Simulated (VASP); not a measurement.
# N on Ru(0001): which site?, part 2 of 6

Where does N sit on Ru(0001), and how strongly does it bind?

VASP 6.6.1, plane waves and PAW; the level of theory is named at each step.

So far. Step 3 (The bulk reference, job self-consistent run, k-mesh …): The run ends at a pressure of 0.07 GPa.

## (4) Relaxing the slab

Level of this step: RPBE; plane waves and PAW (Ru) (VASP).

System of this step: Ru(0001). The cell holds 12 atoms: 12 Ru. Its edges and angles: a = 5.459 Å, b = 5.459 Å, c = 19.294 Å, α = 90.0°, β = 90.0°, γ = 60.0°. It derives from Ru. 3 layers of hcp Ru, cut at this functional's lattice. Vacuum lies along c.

The free atoms relax, while those held by selective dynamics keep their cut positions.

Input file INCAR:

```
SYSTEM = Ru
PREC = Normal
ENCUT = 440
EDIFF = 1E-05
NELM = 120
ISMEAR = 1
SIGMA = 0.15
LREAL = Auto
ALGO = Fast
GGA = RP
NBANDS = 60
LASPH = .TRUE.
LORBIT = 11
LWAVE = .FALSE.
LCHARG = .FALSE.
KPAR = 4
IBRION = 2
NSW = 40
ISIF = 2
EDIFFG = -0.03
POTIM = 0.4
MAXMIX = 40
IDIPOL = 3
LDIPOL = .TRUE.
DIPOL = 0.5 0.5 0.5
```

Input file POSCAR:

```
Ru
1.0
    5.4587389580      0.0000000000      0.0000000000
    2.7293694790      4.7274066103      0.0000000000
    0.0000000000      0.0000000000     19.2935003939
Ru
12
Selective dynamics
Direct
    0.0000000000      0.0000000000      0.3887319500  F F F
    0.5000000000      0.0000000000      0.3887319500  F F F
    0.0000000000      0.5000000000      0.3887319500  F F F
    0.5000000000      0.5000000000      0.3887319500  F F F
    0.8333333300      0.3333333300      0.5000000000  T T T
    0.3333333300      0.3333333300      0.5000000000  T T T
    0.8333333300      0.8333333300      0.5000000000  T T T
    0.3333333300      0.8333333300      0.5000000000  T T T
    0.0000000000      0.0000000000      0.6112680500  T T T
    0.5000000000      0.0000000000      0.6112680500  T T T
    0.0000000000      0.5000000000      0.6112680500  T T T
    0.5000000000      0.5000000000      0.6112680500  T T T
```

Input file KPOINTS:

```
Automatic mesh
0
Gamma
6 6 1
0 0 0
```

PAW data sets: Ru (PBE family, release 64).

Run with:

```sh
> mpirun -np 4 vasp_std
```

The program printed:

```text
[banner, memory and clock lines left out]
running    4 mpi-ranks, on    1 nodes
 distrk:  each k-point on    1 cores,    4 groups
 distr:  one band on    1 cores,    1 groups

 POSCAR found type information on POSCAR Ru
 POSCAR found :  1 types and      12 ions
 [... a notice as in an earlier step ...]

 LDA part: xc-table for (Slater+PW92), standard interpolation
 POSCAR, INCAR and KPOINTS ok, starting setup
 FFT: planning ... GRIDC
 FFT: planning ... GRID_SOFT
 FFT: planning ... GRID
 WAVECAR not read
 entering main loop
       N       E                     dE             d eps       ncg     rms          rms(c)
DAV:   1     0.541462216401E+03    0.54146E+03   -0.36722E+04   840   0.116E+03
DAV:   2    -0.531486330194E+02   -0.59461E+03   -0.55210E+03   952   0.260E+02
DAV:   3    -0.100375723288E+03   -0.47227E+02   -0.44371E+02  1276   0.627E+01
DAV:   4    -0.103028508955E+03   -0.26528E+01   -0.25651E+01  1108   0.139E+01
DAV:   5    -0.103169058249E+03   -0.14055E+00   -0.13774E+00  1368   0.312E+00    0.328E+01
RMM:   6    -0.968230462240E+02    0.63460E+01   -0.16647E+01   846   0.173E+01    0.117E+01
RMM:   7    -0.101419977551E+03   -0.45969E+01   -0.27228E+01   948   0.154E+01    0.184E+01
RMM:   8    -0.954724005757E+02    0.59476E+01   -0.10378E+01   878   0.104E+01    0.202E+00
RMM:   9    -0.958647420158E+02   -0.39234E+00   -0.36104E+00  1073   0.383E+00    0.314E+00
RMM:  10    -0.957370947098E+02    0.12765E+00   -0.53560E-01  1051   0.182E+00    0.158E+00
RMM:  11    -0.956796293617E+02    0.57465E-01   -0.13676E-01   916   0.118E+00    0.718E-01
RMM:  12    -0.956830134151E+02   -0.33841E-02   -0.12880E-01   955   0.991E-01    0.872E-01
RMM:  13    -0.956663875649E+02    0.16626E-01   -0.30169E-02  1008   0.450E-01    0.517E-01
RMM:  14    -0.956590570846E+02    0.73305E-02   -0.21110E-02  1013   0.308E-01    0.188E-01
RMM:  15    -0.956563240578E+02    0.27330E-02   -0.15231E-02  1049   0.269E-01    0.994E-02
RMM:  16    -0.956553731750E+02    0.95088E-03   -0.33864E-03  1168   0.117E-01    0.993E-02
RMM:  17    -0.956550871136E+02    0.28606E-03   -0.53680E-04   986   0.611E-02    0.615E-02
RMM:  18    -0.956551283433E+02   -0.41230E-04   -0.83632E-04   949   0.768E-02    0.242E-02
RMM:  19    -0.956553002579E+02   -0.17191E-03   -0.13634E-04   876   0.346E-02    0.845E-03
RMM:  20    -0.956553518675E+02   -0.51610E-04   -0.66958E-05   702   0.187E-02    0.618E-03
RMM:  21    -0.956554997591E+02   -0.14789E-03   -0.21145E-05   566   0.114E-02    0.241E-03
RMM:  22    -0.956555710317E+02   -0.71273E-04   -0.10022E-05   506   0.726E-03    0.219E-03
RMM:  23    -0.956556108595E+02   -0.39828E-04   -0.84048E-06   400   0.560E-03    0.115E-03
RMM:  24    -0.956556149641E+02   -0.41046E-05   -0.25624E-06   357   0.450E-03
   1 F= -.95655615E+02 E0= -.95666168E+02  d E =-.956556E+02
 curvature:   0.00 expect dE= 0.000E+00 dE for cont linesearch  0.000E+00
 trial: gam= 0.00000 g(F)=  0.115E+00 g(S)=  0.000E+00 ort = 0.000E+00 (trialstep = 0.100E+01)
 search vector abs. value=  0.115E+00
 bond charge predicted
       N       E                     dE             d eps       ncg     rms          rms(c)
DAV:   1    -0.957410937665E+02   -0.85483E-01   -0.15032E+01   864   0.122E+01    0.755E-01
RMM:   2    -0.957515792958E+02   -0.10486E-01   -0.18073E-01   843   0.196E+00    0.312E-01
RMM:   3    -0.957546426604E+02   -0.30634E-02   -0.40750E-02   968   0.855E-01    0.230E-01
RMM:   4    -0.957531522802E+02    0.14904E-02   -0.95305E-03   887   0.386E-01    0.600E-02
RMM:   5    -0.957535349341E+02   -0.38265E-03   -0.33915E-03   984   0.205E-01    0.688E-02
RMM:   6    -0.957533462784E+02    0.18866E-03   -0.91686E-04  1000   0.101E-01    0.379E-02
RMM:   7    -0.957534246147E+02   -0.78336E-04   -0.35679E-04  1077   0.479E-02    0.301E-02
RMM:   8    -0.957535297153E+02   -0.10510E-03   -0.93366E-05   843   0.307E-02    0.116E-02
RMM:   9    -0.957535453670E+02   -0.15652E-04   -0.58648E-05   718   0.180E-02    0.409E-03
RMM:  10    -0.957535543668E+02   -0.89998E-05   -0.15055E-05   506   0.110E-02
   2 F= -.95753554E+02 E0= -.95763494E+02  d E =-.979394E-01
[... from here on, the cycles between the ionic steps are left out ...]
   3 F= -.95810384E+02 E0= -.95819203E+02  d E =-.154769E+00
   4 F= -.95746574E+02 E0= -.95750902E+02  d E =-.909594E-01
   5 F= -.95817777E+02 E0= -.95825815E+02  d E =-.162163E+00
   6 F= -.95891660E+02 E0= -.95899239E+02  d E =-.738823E-01
   7 F= -.95926750E+02 E0= -.95933463E+02  d E =-.108973E+00
   8 F= -.95927766E+02 E0= -.95934276E+02  d E =-.109989E+00
   9 F= -.95928041E+02 E0= -.95934363E+02  d E =-.274503E-03
 trial-energy change:   -0.000275  1 .order   -0.000016   -0.000590    0.000559
 step:   1.1347(harm=  0.7668)  dis= 0.00000  next Energy=   -95.928104 (dE=-0.338E-03)
 bond charge predicted
       N       E                     dE             d eps       ncg     rms          rms(c)
DAV:   1    -0.959281477600E+02   -0.10904E-03   -0.11965E-02   928   0.343E-01    0.226E-02
RMM:   2    -0.959281496170E+02   -0.18570E-05   -0.10185E-04   804   0.526E-02    0.473E-03
RMM:   3    -0.959281517655E+02   -0.21485E-05   -0.28293E-05   550   0.241E-02
  10 F= -.95928152E+02 E0= -.95934519E+02  d E =-.385336E-03
 curvature:  -0.52 expect dE=-0.800E-05 dE for cont linesearch -0.418E-05
 trial: gam=-0.15786 g(F)=  0.154E-04 g(S)=  0.000E+00 ort = 0.762E-04 (trialstep = 0.142E+01)
 search vector abs. value=  0.931E-05
 reached required accuracy - stopping structural energy minimisation
```

It took 3.4 min on 4 MPI ranks of AMD EPYC 7R43, shared host; peak memory 1.4 GiB; 13 min of CPU time.

From OUTCAR (step 4):

```text
  LATTYP: Found a hexagonal cell.
 ALAT       =     5.4587389580
 C/A-ratio  =     3.5344244417

 Subroutine GETGRP returns: Found 12 space group operations
 (whereof 12 operations were pure point group operations)

The static configuration has the point symmetry D_3h.

 Found      7 irreducible k-points:

   k-points           NKPTS =      7   k-points in BZ     NKDIM =      7   number of bands    NBANDS=     60

   dimension x,y,z NGX =    28 NGY =   28 NGZ =  100
   dimension x,y,z NGXF=    56 NGYF=   56 NGZF=  200

   ENCUT  =  440.0 eV  32.34 Ry    5.69 a.u.   9.34  9.34 33.00*2*pi/ulx,y,z

   NELECT =      96.0000    total number of electrons

 dipolmoment           0.000000      0.000000     -0.000236 electrons x Angstroem

 E-fermi :   1.0545

 k-point     1 :       0.0000    0.0000    0.0000
  band No.  band energies     occupation
    ...
     40       0.2500      2.00000
     41       0.6784      2.00224
     42       0.8255      2.05291
     43       0.8255      2.05291
     44       0.8255      2.05291
     45       1.4231     -0.00279
     46       1.4231     -0.00279
     47       1.4231     -0.00279
     48       1.5132     -0.00013
     49       1.5132     -0.00013
    ...

 k-point     2 :       0.1667   -0.0000    0.0000
  band No.  band energies     occupation
    ...
     41       0.3333      2.00000
     42       0.5123      2.00000
     43       0.5123      2.00000
     44       0.5148      2.00000
     45       1.0631      0.90248
     46       1.1357      0.21564
     47       1.1574      0.09003
     48       1.1574      0.09003
     49       1.4752     -0.00053
     50       1.8220     -0.00000
    ...

  Total      -11.1724506    -11.1724506     -0.2218441      0.0000000      0.0000000      0.0000000
  in kB      -35.9527993    -35.9527993     -0.7138913      0.0000000      0.0000000      0.0000000
  external PRESSURE =     -24.2064967 kB  Pullay stress =       0.0000000 kB

  energy-cutoff  :      440.00
  volume of cell :      497.88
      direct lattice vectors                 reciprocal lattice vectors
     5.458738958  0.000000000  0.000000000     0.183192493 -0.105766235  0.000000000
     2.729369479  4.727406610  0.000000000     0.000000000  0.211532471  0.000000000
     0.000000000  0.000000000 19.293500394     0.000000000  0.000000000  0.051830926

 POSITION                                       TOTAL-FORCE (eV/Angst)
 -----------------------------------------------------------------------------------
      0.00000      0.00000      7.50000        -0.000000      0.000000      0.001042
      2.72937      0.00000      7.50000        -0.000000     -0.000000      0.001042
      1.36468      2.36370      7.50000        -0.000000     -0.000000      0.001042
      4.09405      2.36370      7.50000        -0.000000     -0.000000      0.001042
      5.45874      1.57580      9.57355         0.000000      0.000000      0.006516
      2.72937      1.57580      9.57355         0.000000      0.000000      0.006516
      6.82342      3.93951      9.57355        -0.000000     -0.000000      0.006516
      4.09405      3.93951      9.57355         0.000000     -0.000000      0.006516
      0.00000      0.00000     11.64548        -0.000000     -0.000000     -0.007558
      2.72937      0.00000     11.64548        -0.000000      0.000000     -0.007558
      1.36468      2.36370     11.64548        -0.000000     -0.000000     -0.007558
      4.09405      2.36370     11.64548        -0.000000     -0.000000     -0.007558
 -----------------------------------------------------------------------------------
    total drift:                                0.000005      0.000003     -0.116785

  FREE ENERGIE OF THE ION-ELECTRON SYSTEM (eV)
  ---------------------------------------------------
  free  energy   TOTEN  =       -95.9281517655 eV

  energy  without entropy=      -95.9472526861  energy(sigma->0) =      -95.93451874

 vacuum level on the upper side and lower side of the slab         5.816         5.815

 total charge
# of ion       s       p       d       tot
------------------------------------------
    1        0.603   0.594   6.530   7.726
    2        0.603   0.594   6.530   7.726
    3        0.603   0.594   6.530   7.726
    4        0.603   0.594   6.530   7.726
    5        0.641   0.843   6.575   8.059
    6        0.641   0.843   6.575   8.059
    7        0.641   0.843   6.575   8.059
    8        0.641   0.843   6.575   8.059
    9        0.603   0.594   6.530   7.728
   10        0.603   0.594   6.530   7.728
   11        0.603   0.594   6.530   7.728
   12        0.603   0.594   6.530   7.728
--------------------------------------------------
tot          7.385   8.124  78.540  94.049

[... 1 part as in an earlier step ...]

[... 7 further parts left out ...]
```

CONTCAR:

```
Ru
   1.00000000000000
     5.4587389579999996    0.0000000000000000    0.0000000000000000
     2.7293694789999998    4.7274066103000001    0.0000000000000000
     0.0000000000000000    0.0000000000000000   19.2935003939000005
  Ru
    12
Selective dynamics
Direct
     0.0000000000000000    0.0000000000000000    0.3887319500000004   F   F   F
     0.5000000000000000    0.0000000000000000    0.3887319500000004   F   F   F
     0.0000000000000000    0.5000000000000000    0.3887319500000004   F   F   F
     0.5000000000000000    0.5000000000000000    0.3887319500000004   F   F   F
     0.8333333300000021    0.3333333300000021    0.4962060126436299   T   T   T
     0.3333333300000021    0.3333333300000021    0.4962060126436299   T   T   T
     0.8333333300000021    0.8333333300000021    0.4962060126436299   T   T   T
     0.3333333300000021    0.8333333300000021    0.4962060126436299   T   T   T
     0.0000000000000000    0.0000000000000000    0.6035958354820001   T   T   T
     0.5000000000000000    0.0000000000000000    0.6035958354820001   T   T   T
     0.0000000000000000    0.5000000000000000    0.6035958354820001   T   T   T
     0.5000000000000000    0.5000000000000000    0.6035958354820001   T   T   T
```

The run keeps the 6 symmetry operations of its start, so it cannot find a distortion of lower symmetry.

Step by step:

```csv
step,energy less that of the first step (eV),largest force (eV/Å)
1,0.0000,0.8630
2,-0.0979,0.5690
3,-0.1548,0.5396
4,-0.0910,1.2829
5,-0.1622,0.7025
6,-0.2360,0.4177
7,-0.2711,0.0323
8,-0.2722,0.0391
9,-0.2724,0.0365
10,-0.2725,0.0076
```

The atoms that moved most (Å):

| atom | dx | dy | dz | length |
| --- | --- | --- | --- | --- |
| Ru12 | 0.000 | 0.000 | -0.148 | 0.148 |
| Ru11 | 0.000 | 0.000 | -0.148 | 0.148 |
| Ru10 | 0.000 | 0.000 | -0.148 | 0.148 |
| Ru9 | 0.000 | 0.000 | -0.148 | 0.148 |
| Ru8 | 0.000 | 0.000 | -0.073 | 0.073 |
| Ru7 | 0.000 | 0.000 | -0.073 | 0.073 |
| Ru6 | 0.000 | 0.000 | -0.073 | 0.073 |
| Ru5 | 0.000 | 0.000 | -0.073 | 0.073 |

The relaxed structure:

```xyz
12
Lattice="5.4587 0.0000 0.0000 2.7294 4.7274 0.0000 0.0000 0.0000 19.2935" Properties=species:S:1:pos:R:3
Ru    0.0000    0.0000    7.5000
Ru    2.7294    0.0000    7.5000
Ru    1.3647    2.3637    7.5000
Ru    4.0941    2.3637    7.5000
Ru    5.4587    1.5758    9.5736
Ru    2.7294    1.5758    9.5736
Ru    6.8234    3.9395    9.5736
Ru    4.0941    3.9395    9.5736
Ru    0.0000    0.0000   11.6455
Ru    2.7294    0.0000   11.6455
Ru    1.3647    2.3637   11.6455
Ru    4.0941    2.3637   11.6455
```

Numbers from this step:

| Quantity | Value |
| --- | --- |
| electronic steps | 96 |
| electrons | 96 |
| free energy (TOTEN) | -95.9282 eV |
| energy at zero smearing | -95.9345 eV |
| Fermi energy | 1.054 eV |
| dipole moment | 0, 0, -2.36e-4 e·Å |

The run ended after 10 ionic steps, 0.273 eV below its first step, once the forces on the free atoms met EDIFFG = -0.03.

(Part 2 of 6 ends here.)

[Lines on the potential files, build, host, timing and source positions are cut from VASP's logs without a mark.]

[Logs are printed without paths, hosts, clocks, repeated set-up lines and the standing remarks that a program may print on its own settings, such as how far it seeks lower states.]

[Hosts, paths, dates, database ids (printed as entryN), source tags and the programs' standing remarks are cut or masked in the printed files.]

[Runs that stopped without an error message from VASP are left out.]
